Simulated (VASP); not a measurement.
Computed with LDA (Ceperley-Alder, Perdew-Zunger), VASP's LDA PAW potentials (set 64) (plane waves; VASP 6.6.1).

Input for VASP

INCAR:
```
SYSTEM = C
PREC = Accurate; ENCUT = 620; LREAL = .False.
LASPH = .True.
EDIFF = 1E-6; NELM = 100; ALGO = Normal
ISMEAR = 0; SIGMA = 0.05
IBRION = 2; NSW = 40; ISIF = 3
EDIFFG = -0.02; PSTRESS = 200
LWAVE = .False.; LCHARG = .False.
```

**KPOINTS**
```
Automatic mesh
0
Gamma
13 13 13
0 0 0
```

### POSCAR
```
C
1
    0.0000000000     1.7435550399     1.7435550399
    1.7435550399     0.0000000000     1.7435550399
    1.7435550399     1.7435550399    -0.0000000000
C
2
Direct
  0.0000000000   0.0000000000   0.0000000000
  0.2500000000   0.2500000000   0.2500000000
```

POTCAR, in this order: C (LDA.64 set). Program: vasp_std.

Output

File OSZICAR:
```
       N       E                     dE             d eps       ncg     rms          rms(c)
DAV:   1    -0.106172733101E+01   -0.10617E+01   -0.55952E+03  1400   0.114E+03
DAV:   2    -0.210618744560E+02   -0.20000E+02   -0.19416E+02  2096   0.121E+02
DAV:   3    -0.211825073796E+02   -0.12063E+00   -0.12063E+00  1464   0.123E+01
DAV:   4    -0.211826811106E+02   -0.17373E-03   -0.17373E-03  1920   0.499E-01
DAV:   5    -0.211826811776E+02   -0.66954E-07   -0.66954E-07  1456   0.639E-03    0.618E+00
DAV:   6    -0.204723589988E+02    0.71032E+00   -0.57546E-01  1376   0.598E+00    0.360E+00
DAV:   7    -0.202265422532E+02    0.24582E+00   -0.63224E-01  1624   0.625E+00    0.831E-01
DAV:   8    -0.202257499506E+02    0.79230E-03   -0.24679E-03  1376   0.625E-01    0.261E-02
DAV:   9    -0.202257478979E+02    0.20526E-05   -0.13553E-05  1656   0.399E-02    0.237E-02
DAV:  10    -0.202257488478E+02   -0.94982E-06   -0.49225E-07  1392   0.832E-03
   1 F= -.18902455E+02 E0= -.18902455E+02  d E =-.189025E+02
```

**OUTCAR**
```
------------------------ aborting loop because EDIFF is reached ----------------------------------------
  FORCE on cell =-STRESS in cart. coord.  units (eV):
  Direction    XX          YY          ZZ          XY          YZ          ZX
  --------------------------------------------------------------------------------------
  Total        1.3197552      1.3197552      1.3197552      0.0000000      0.0000000     -0.0000000
  in kB      199.4651310    199.4651310    199.4651310      0.0000000      0.0000000     -0.0000000
  external PRESSURE =      -0.5348690 kB  Pullay stress =     200.0000000 kB
  volume of cell :       10.60
      direct lattice vectors                 reciprocal lattice vectors
     0.000000000  1.743555040  1.743555040    -0.286770414  0.286770414  0.286770414
     1.743555040  0.000000000  1.743555040     0.286770414 -0.286770414  0.286770414
     1.743555040  1.743555040  0.000000000     0.286770414  0.286770414 -0.286770414
 POSITION                                       TOTAL-FORCE (eV/Angst)
 -----------------------------------------------------------------------------------
      0.00000      0.00000      0.00000        -0.000000     -0.000000     -0.000000
      0.87178      0.87178      0.87178         0.000000      0.000000      0.000000
 -----------------------------------------------------------------------------------
    total drift:                                0.000000      0.000000      0.000000
  FREE ENERGIE OF THE ION-ELECTRON SYSTEM (eV)
  ---------------------------------------------------
  free  energy   TOTEN  =       -20.2257488478 eV

  energy  without entropy=      -20.2257488478  energy(sigma->0) =      -20.22574885
  enthalpy is  TOTEN    =       -18.9024546945 eV   P V=        1.3232941533

 reached required accuracy - stopping structural energy minimisation
```
(Selected blocks of OUTCAR.)

The compound is C in the diamond structure. It was relaxed first under an external pressure of 20 GPa.
